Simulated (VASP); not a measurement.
**How SCF solver and smearing change a VASP run on BaTiO3 (Barioperovskite)**

Aim: find what the SCF solver and smearing change for BaTiO3 (Barioperovskite), and what they cost. The series runs use r2SCAN. The SCF solver tried: ALGO = Normal; ALGO = Fast; ALGO = VeryFast; ALGO = All; ALGO = Damped; AMIX = 0.1, BMIX = 0.01; AMIX = 0.8; IMIX = 1, AMIX = 0.2. The smearing tried: ISMEAR = -1, SIGMA = 0.01; ISMEAR = -1, SIGMA = 0.05; ISMEAR = -1, SIGMA = 0.1; ISMEAR = -1, SIGMA = 0.2; ISMEAR = -1, SIGMA = 0.5; ISMEAR = 1, SIGMA = 0.01; ISMEAR = 1, SIGMA = 0.05; ISMEAR = 1, SIGMA = 0.1; ISMEAR = 1, SIGMA = 0.2; ISMEAR = 1, SIGMA = 0.5; ISMEAR = -5. The start is a cell from a database of measured crystal structures.

Main program and level: VASP 6.6.1; r2SCAN; plane waves and PAW (Ba_sv, Ti_sv, O).

## (1) Starting point

It takes space group Amm2 (No. 38, orthorhombic). The conventional cell has a = 3.986 Å, b = 5.674 Å, c = 5.690 Å, α = 90.00°, β = 90.00°, γ = 90.00°. Nearest to Ba lie 12 O at 2.77 to 2.92 Å. Ti has 6 O at 1.93 to 2.09 Å nearest. O has 2 Ti at 2.00 Å and 4 Ba at 2.77 to 2.92 Å nearest. Nearest to O lie 2 Ti at 1.93 to 2.09 Å and 4 Ba at 2.81 to 2.84 Å. Farther neighbours and most contacts between anions are not listed.

Structure file:

```xyz
5
Lattice="3.9855 0.0000 0.0000 0.0000 2.8369 2.8451 0.0000 -2.8369 2.8451" Properties=species:S:1:pos:R:3 pbc="T T T"
Ba    0.0000    0.0000    0.0000
Ti    1.9928    0.0000    2.9157
O     0.0000    0.0000    2.7735
O     1.9928   -1.3804    4.2594
O     1.9928    1.3804    4.2594
```

## (2) SCF solver: ALGO = Normal

All solvers should reach one answer; they differ in cycles and robustness. r2SCAN adds the kinetic-energy density, costs more than a GGA and is run with LASPH.

INCAR reads:

```
SYSTEM = BaTiO3
PREC = Accurate
ENCUT = 520
EDIFF = 1E-06
NELM = 100
ISMEAR = -1
SIGMA = 0.05
LREAL = .FALSE.
ALGO = Normal
METAGGA = R2SCAN
LASPH = .TRUE.
NBANDS = 26
LORBIT = 11
LWAVE = .FALSE.
LCHARG = .FALSE.
KPAR = 4
ISIF = 2
```

POSCAR reads:

```
BaTiO3
1.0
    3.9855000000      0.0000000000      0.0000000000
    0.0000000000      2.8369000000      2.8451500000
    0.0000000000     -2.8369000000      2.8451500000
Ba Ti O
1 1 3
Direct
    0.0000000000      0.0000000000      0.0000000000
    0.5000000000      0.5124000000      0.5124000000
    0.0000000000      0.4874000000      0.4874000000
    0.5000000000      0.5052400000      0.9918400000
    0.5000000000      0.9918400000      0.5052400000
```

KPOINTS reads:

```
Automatic mesh
0
Gamma
6 6 6
0 0 0
```

PAW data sets: Ba_sv, Ti_sv and O (PBE family, release 64).

The run is started by

```console
mpirun -np 4 vasp_std
```

Output:

```text
[banner, memory and clock lines left out]
running    4 mpi-ranks, on    1 nodes
 distrk:  each k-point on    1 cores,    4 groups
 distr:  one band on    1 cores,    1 groups

 POSCAR found type information on POSCAR BaTiO
 POSCAR found :  3 types and       5 ions
|                                                                             |
|               ----> ADVICE to this user running VASP <----                  |
|                                                                             |
|     You enforced a specific xc type in the INCAR file but a different       |
|     [... a line on the potential file left out ...]
|     I HOPE YOU KNOW WHAT YOU ARE DOING!                                     |
|                                                                             |

 LDA part: xc-table for (None), standard interpolation
 POSCAR, INCAR and KPOINTS ok, starting setup
 FFT: planning ... GRIDC
 FFT: planning ... GRID_SOFT
 FFT: planning ... GRID
 WAVECAR not read
 entering main loop
       N       E                     dE             d eps       ncg     rms          rms(c)
DAV:   1     0.418373273738E+03    0.41837E+03   -0.21550E+04  2704   0.171E+03
DAV:   2    -0.477892829258E+02   -0.46616E+03   -0.44942E+03  3210   0.470E+02
DAV:   3    -0.947758723041E+02   -0.46987E+02   -0.46404E+02  3924   0.145E+02
DAV:   4    -0.971053195719E+02   -0.23294E+01   -0.23250E+01  3918   0.280E+01
DAV:   5    -0.971912434747E+02   -0.85924E-01   -0.85901E-01  3876   0.414E+00    0.229E+01
DAV:   6    -0.735433066455E+02    0.23648E+02   -0.44126E+01  3848   0.739E+01    0.655E+00
DAV:   7    -0.741841047158E+02   -0.64080E+00   -0.45591E+00  3260   0.134E+01    0.490E+00
DAV:   8    -0.742099711081E+02   -0.25866E-01   -0.43113E-01  3562   0.519E+00    0.155E+00
DAV:   9    -0.742363465165E+02   -0.26375E-01   -0.81365E-02  3674   0.208E+00    0.661E-01
DAV:  10    -0.742367168067E+02   -0.37029E-03   -0.62953E-02  3052   0.143E+00    0.417E-01
DAV:  11    -0.742363063821E+02    0.41042E-03   -0.30491E-02  4032   0.152E+00    0.362E-01
DAV:  12    -0.742343408270E+02    0.19656E-02   -0.79888E-03  4078   0.828E-01    0.598E-02
DAV:  13    -0.742343561065E+02   -0.15280E-04   -0.26497E-04  3128   0.131E-01    0.444E-02
DAV:  14    -0.742343245683E+02    0.31538E-04   -0.16647E-04  3232   0.775E-02    0.141E-02
DAV:  15    -0.742343213849E+02    0.31833E-05   -0.16768E-05  3754   0.387E-02    0.309E-03
DAV:  16    -0.742343213703E+02    0.14621E-07   -0.73218E-07  2054   0.714E-03
   1 F= -.74234321E+02 E0= -.74234321E+02  d E =-.719112E-10
```

Wall time 39 s (4 MPI ranks of Intel Xeon 6975P-C (Granite Rapids), shared host); peak memory 0.9 GiB; 2.5 min of CPU time.

The logs omit lines about the potential files and the build; timing stands in the text.

OUTCAR, selected parts (step 2):

```text
ion  position               nearest neighbor table
   1  0.000  0.000  0.000-   3 2.77   4 2.81   5 2.81   4 2.81   5 2.81   3 2.84   3 2.84   4 2.84
                             5 2.84   5 2.84   4 2.84   3 2.92   2 3.42   2 3.42   2 3.47   2 3.47
   2  0.500  0.512  0.512-   4 1.93   5 1.93   3 2.00   3 2.00   5 2.09   4 2.09   1 3.42   1 3.42
                             1 3.47   1 3.47   1 3.47   1 3.47   1 3.53   1 3.53
   3  0.000  0.487  0.487-   2 2.00   2 2.00   1 2.77   1 2.84   1 2.84   1 2.92
   4  0.500  0.505  0.992-   2 1.93   2 2.09   1 2.81   1 2.81   1 2.84   1 2.84
   5  0.500  0.992  0.505-   2 1.93   2 2.09   1 2.81   1 2.81   1 2.84   1 2.84

  LATTYP: Found a base centered orthorhombic cell.
 ALAT       =     5.6738000000
 B/A-ratio  =     1.0029081039
 C/A-ratio  =     0.7024392823

 Subroutine GETGRP returns: Found  4 space group operations
 (whereof  4 operations were pure point group operations)

The static configuration has the point symmetry C_2v.

 Found     52 irreducible k-points:

   k-points           NKPTS =     52   k-points in BZ     NKDIM =     52   number of bands    NBANDS=     26

   dimension x,y,z NGX =    30 NGY =   30 NGZ =   30
   dimension x,y,z NGXF=    60 NGYF=   60 NGZF=   60

   ENCUT  =  520.0 eV  38.22 Ry    6.18 a.u.   7.41  7.47  7.47*2*pi/ulx,y,z

   NELECT =      40.0000    total number of electrons

 k-points in reciprocal lattice and weights: Automatic mesh
   0.00000000  0.00000000  0.00000000       0.005
   0.16666667  0.00000000  0.00000000       0.009
   0.33333333  0.00000000  0.00000000       0.009
   0.50000000  0.00000000  0.00000000       0.005
   0.00000000  0.16666667  0.00000000       0.019
   0.16666667  0.16666667  0.00000000       0.037
   0.33333333  0.16666667  0.00000000       0.037
   0.50000000  0.16666667  0.00000000       0.019
   0.00000000  0.33333333  0.00000000       0.019
[...]
0.33333333  0.50000000  0.50000000       0.009
   0.50000000  0.50000000  0.50000000       0.005

 average (electrostatic) potential at core
       1 -38.0068       2 -81.6372       3 -73.3130       4 -73.3428       5 -73.3428

 E-fermi :   4.5429

 k-point     1 :       0.0000    0.0000    0.0000
  band No.  band energies     occupation
    ...
     16       2.3273      2.00000
     17       2.3810      2.00000
     18       3.1528      2.00000
     19       3.2396      2.00000
     20       3.2830      2.00000
     21       5.7446      0.00000
     22       5.8017      0.00000
     23       5.9492      0.00000
     24       7.7960      0.00000
     25       7.8386      0.00000
    ...

 k-point     2 :       0.1667    0.0000    0.0000
  band No.  band energies     occupation
    ...
     16       2.0718      2.00000
     17       2.1385      2.00000
     18       2.6421      2.00000
     19       3.1028      2.00000
     20       3.1421      2.00000
     21       5.8143      0.00000
     22       6.2364      0.00000
     23       6.2478      0.00000
     24       7.7972      0.00000
     25       8.5462      0.00000
    ...

 k-point     3 :       0.3333    0.0000    0.0000
  band No.  band energies     occupation
    ...
     16       1.6807      2.00000
     17       1.7953      2.00000
     18       1.9768      2.00000
     19       2.7939      2.00000
     20       2.8160      2.00000
     21       5.8925      0.00000
     22       6.9940      0.00000
     23       7.0689      0.00000
     24       7.7935      0.00000
     25       9.4365      0.00000
    ...

  Total        0.4862829      0.5349292      0.2686350      0.0000000      0.0000000      0.0000000
  in kB       12.1098158     13.3212481      6.6897705      0.0000000      0.0000000      0.0000000
  external PRESSURE =      10.7069448 kB  Pullay stress =       0.0000000 kB

  energy-cutoff  :      520.00
  volume of cell :       64.34
      direct lattice vectors                 reciprocal lattice vectors
     3.985500000  0.000000000  0.000000000     0.250909547  0.000000000  0.000000000
     0.000000000  2.836900000  2.845150000     0.000000000  0.176248722  0.175737659
     0.000000000 -2.836900000  2.845150000     0.000000000 -0.176248722  0.175737659

 POSITION                                       TOTAL-FORCE (eV/Angst)
 -----------------------------------------------------------------------------------
      0.00000      0.00000      0.00000         0.000000      0.000000      0.161781
      1.99275      0.00000      2.91571         0.000000      0.000000      0.116232
      0.00000      0.00000      2.77345         0.000000      0.000000      0.267527
      1.99275     -1.38044      4.25942         0.000000     -0.014313     -0.272770
      1.99275      1.38044      4.25942         0.000000      0.014313     -0.272770
 -----------------------------------------------------------------------------------
    total drift:                                0.000000      0.000001      0.000462

  FREE ENERGIE OF THE ION-ELECTRON SYSTEM (eV)
  ---------------------------------------------------
  free  energy   TOTEN  =       -74.2343213703 eV

  energy  without entropy=      -74.2343213703  energy(sigma->0) =      -74.23432137

 total charge
# of ion       s       p       d       tot
------------------------------------------
    1        2.018   5.669   0.304   7.992
    2        2.208   6.269   1.650  10.127
    3        1.568   3.500   0.000   5.067
    4        1.568   3.498   0.000   5.067
    5        1.568   3.498   0.000   5.067
--------------------------------------------------
tot          8.931  22.434   1.955  33.320

[... 3 further parts left out ...]
```

The gap is read on the k-mesh alone, so it is an upper bound where the band edges lie off the mesh. Harder data sets than Ba_sv exist (the GW ones), and pressures, volumes and forces can shift noticeably with them. The PAW data sets were made with PBE, which is usual practice but a small mismatch for other functionals.

This step gave:

- SCF cycles: 16
- electrons: 40
- bands: 26
- irreducible k-points: 52
- symmetry operations: 4
- free energy (TOTEN): -74.2343 eV
- Fermi energy: 4.543 eV
- pressure: 1.071 GPa
- metallic: no
- valence top at k: 0.5, 0.5, 0.5
- conduction bottom at k: 0, 0, 0
- least direct gap at k: 0, 0, 0
- gap on the k-mesh: 2.240 eV
- least direct gap on the k-mesh: 2.462 eV

The series starts at -14.8469 eV an atom and 1.07 GPa, after 16 cycles in 39 s.

## (3) SCF solver: ALGO = Fast

INCAR, as its differences from that of step 2:

```diff
@@ -8,3 +8,3 @@
 LREAL = .FALSE.
-ALGO = Normal
+ALGO = Fast
 METAGGA = R2SCAN
```

POSCAR is that of step 2.

KPOINTS is that of step 2.

The run is started by

```console
mpirun -np 4 vasp_std
```

Output:

```text
[banner, memory and clock lines left out]
running    4 mpi-ranks, on    1 nodes
[...]
[... a notice as in an earlier step ...]

 LDA part: xc-table for (None), standard interpolation
 POSCAR, INCAR and KPOINTS ok, starting setup
[...]
entering main loop
       N       E                     dE             d eps       ncg     rms          rms(c)
[... 5 cycles as in an earlier step ...]
RMM:   6    -0.734544678556E+02    0.23737E+02   -0.38056E+01  3540   0.429E+01    0.565E+00
RMM:   7    -0.742486058485E+02   -0.79414E+00   -0.61794E+00  3971   0.120E+01    0.504E+00
RMM:   8    -0.746714126512E+02   -0.42281E+00   -0.34469E+00  3602   0.119E+01    0.468E+00
RMM:   9    -0.742158713969E+02    0.45554E+00   -0.15580E+00  3911   0.816E+00    0.103E+00
RMM:  10    -0.742245187607E+02   -0.86474E-02   -0.26656E-01  4503   0.266E+00    0.545E-01
RMM:  11    -0.742314786578E+02   -0.69599E-02   -0.67116E-02  4383   0.153E+00    0.397E-01
RMM:  12    -0.742327861358E+02   -0.13075E-02   -0.52283E-02  4455   0.111E+00    0.225E-01
RMM:  13    -0.742331575591E+02   -0.37142E-03   -0.13621E-02  4830   0.569E-01    0.116E-01
WARNING in EDDRMM: call to ZHEGV failed, returncode =   8  4     17
RMM:  14    -0.742338411771E+02   -0.68362E-03   -0.76910E-03  5007   0.319E-01    0.976E-02
RMM:  15    -0.742339783344E+02   -0.13716E-03   -0.31223E-03  4554   0.293E-01    0.689E-02
RMM:  16    -0.742340606418E+02   -0.82307E-04   -0.14145E-03  4653   0.182E-01    0.557E-02
RMM:  17    -0.742341402811E+02   -0.79639E-04   -0.77163E-04  4843   0.104E-01    0.479E-02
[...]
RMM:  43    -0.742343059344E+02   -0.79874E-06   -0.10594E-05  2324   0.111E-02    0.258E-03
RMM:  44    -0.742343070272E+02   -0.10928E-05   -0.13495E-05  2301   0.109E-02    0.262E-03
RMM:  45    -0.742343077523E+02   -0.72514E-06   -0.97178E-06  2289   0.106E-02
   1 F= -.74234308E+02 E0= -.74234308E+02  d E =-.352852E-10
```

Run time: 2.3 min. Hardware: 4 MPI ranks; peak memory 0.91 GiB.

Parts of OUTCAR (step 3):

```text
  Total        0.4822007      0.5305560      0.2643144      0.0000000      0.0000000      0.0000000
  in kB       12.0081589     13.2123425      6.5821735      0.0000000      0.0000000      0.0000000
  external PRESSURE =      10.6008916 kB  Pullay stress =       0.0000000 kB

 POSITION                                       TOTAL-FORCE (eV/Angst)
 -----------------------------------------------------------------------------------
      0.00000      0.00000      0.00000         0.000000      0.000000      0.161922
      1.99275      0.00000      2.91571         0.000000      0.000000      0.116916
      0.00000      0.00000      2.77345         0.000000      0.000000      0.267096
      1.99275     -1.38044      4.25942         0.000000     -0.014561     -0.272967
      1.99275      1.38044      4.25942         0.000000      0.014561     -0.272967
 -----------------------------------------------------------------------------------
    total drift:                                0.000000      0.000001      0.002885

  FREE ENERGIE OF THE ION-ELECTRON SYSTEM (eV)
  ---------------------------------------------------
  free  energy   TOTEN  =       -74.2343077523 eV

  energy  without entropy=      -74.2343077523  energy(sigma->0) =      -74.23430775

[... 2 parts as in an earlier step ...]

[... 1 further part left out ...]
[key lines of the parts left out:]
E-fermi :   4.7206
```

Against the first of the series the energy stays within 0.01 meV an atom; the pressure moves by -0.01 GPa, after 45 cycles in 2.3 min.

## (4) SCF solver: ALGO = VeryFast

INCAR, as its differences from that of step 3:

```diff
@@ -8,3 +8,3 @@
 LREAL = .FALSE.
-ALGO = Fast
+ALGO = VeryFast
 METAGGA = R2SCAN
```

POSCAR is that of step 3.

KPOINTS is that of step 3.

The run is started by

```console
mpirun -np 4 vasp_std
```

Output:

```text
[... set-up lines as in an earlier step ...]
 entering main loop
       N       E                     dE             d eps       ncg     rms          rms(c)
RMM:   1     0.102540409266E+03    0.10254E+03   -0.21590E+04  1352   0.151E+03
RMM:   2     0.160281715594E+02   -0.86512E+02   -0.48063E+03  1352   0.379E+02
RMM:   3    -0.310256860910E+02   -0.47054E+02   -0.10755E+03  1352   0.178E+02
RMM:   4    -0.734567485392E+02   -0.42431E+02   -0.41810E+02  1352   0.136E+02
[...]
RMM:  23    -0.742340885256E+02   -0.95826E-04   -0.11647E-03  4912   0.172E-01    0.473E-02
RMM:  24    -0.742341251849E+02   -0.36659E-04   -0.60707E-04  4727   0.121E-01    0.192E-02
RMM:  25    -0.742341617426E+02   -0.36558E-04   -0.39692E-04  4978   0.759E-02    0.158E-02
WARNING in EDDRMM: call to ZHEGV failed, returncode =   8  4     22
RMM:  26    -0.742341815755E+02   -0.19833E-04   -0.23241E-04  4453   0.516E-02    0.191E-02
RMM:  27    -0.742341971497E+02   -0.15574E-04   -0.16445E-04  4284   0.434E-02    0.124E-02
RMM:  28    -0.742342063912E+02   -0.92415E-05   -0.11150E-04  3857   0.342E-02    0.101E-02
RMM:  29    -0.742342147679E+02   -0.83767E-05   -0.94452E-05  4100   0.340E-02    0.348E-03
[...]
RMM:  67    -0.742342836019E+02   -0.14454E-05   -0.20864E-05  1962   0.850E-03    0.467E-04
RMM:  68    -0.742342850747E+02   -0.14728E-05   -0.20781E-05  1886   0.828E-03    0.354E-04
RMM:  69    -0.742342864808E+02   -0.14061E-05   -0.20276E-05  1933   0.847E-03    0.345E-04
WARNING in EDDRMM: call to ZHEGV failed, returncode =   8  4      7
RMM:  70    -0.742342879386E+02   -0.14578E-05   -0.20487E-05  1920   0.817E-03    0.333E-04
RMM:  71    -0.742342892673E+02   -0.13287E-05   -0.19132E-05  1884   0.812E-03    0.340E-04
RMM:  72    -0.742342906878E+02   -0.14205E-05   -0.19944E-05  1965   0.818E-03    0.337E-04
RMM:  73    -0.742342919455E+02   -0.12577E-05   -0.18108E-05  1862   0.794E-03    0.323E-04
[...]
RMM:  84    -0.742343028361E+02   -0.70419E-06   -0.11318E-05  1874   0.718E-03    0.316E-04
RMM:  85    -0.742343034848E+02   -0.64872E-06   -0.10506E-05  1821   0.689E-03    0.290E-04
RMM:  86    -0.742343040724E+02   -0.58754E-06   -0.99578E-06  1863   0.708E-03
   1 F= -.74234304E+02 E0= -.74234304E+02  d E =-.288373E-10
```

Elapsed: 4.1 min, on 4 MPI ranks; peak memory 0.91 GiB; 16 min of CPU time.

From OUTCAR (step 4):

```text
  Total        0.4845930      0.5333528      0.2669328      0.0000000      0.0000000      0.0000000
  in kB       12.0677344     13.2819907      6.6473804      0.0000000      0.0000000      0.0000000
  external PRESSURE =      10.6657018 kB  Pullay stress =       0.0000000 kB

 POSITION                                       TOTAL-FORCE (eV/Angst)
 -----------------------------------------------------------------------------------
      0.00000      0.00000      0.00000         0.000000      0.000000      0.161765
      1.99275      0.00000      2.91571         0.000000      0.000000      0.116278
      0.00000      0.00000      2.77345         0.000000      0.000000      0.267425
      1.99275     -1.38044      4.25942         0.000000     -0.014644     -0.272734
      1.99275      1.38044      4.25942         0.000000      0.014644     -0.272734
 -----------------------------------------------------------------------------------
    total drift:                                0.000000      0.000001      0.000829

  FREE ENERGIE OF THE ION-ELECTRON SYSTEM (eV)
  ---------------------------------------------------
  free  energy   TOTEN  =       -74.2343040724 eV

  energy  without entropy=      -74.2343040723  energy(sigma->0) =      -74.23430407

[... 2 parts as in an earlier step ...]

[... 1 further part left out ...]
[key lines of the parts left out:]
E-fermi :   4.7083
```

Against the first of the series the energy stays within 0.01 meV an atom and the pressure within 0.01 GPa, after 86 cycles in 4.1 min.

[end of part 1 of 4]

[Lines on the potential files, build, host, timing and source positions are cut from VASP's logs without a mark.]

[Logs are printed without paths, hosts, clocks, repeated set-up lines and the standing remarks that a program may print on its own settings, such as how far it seeks lower states.]

[Hosts, paths, dates, database ids (printed as entryN), source tags and the programs' standing remarks are cut or masked in the printed files.]

[A measured line is paired with the nearest computed mode of its activity, which favours agreement.]
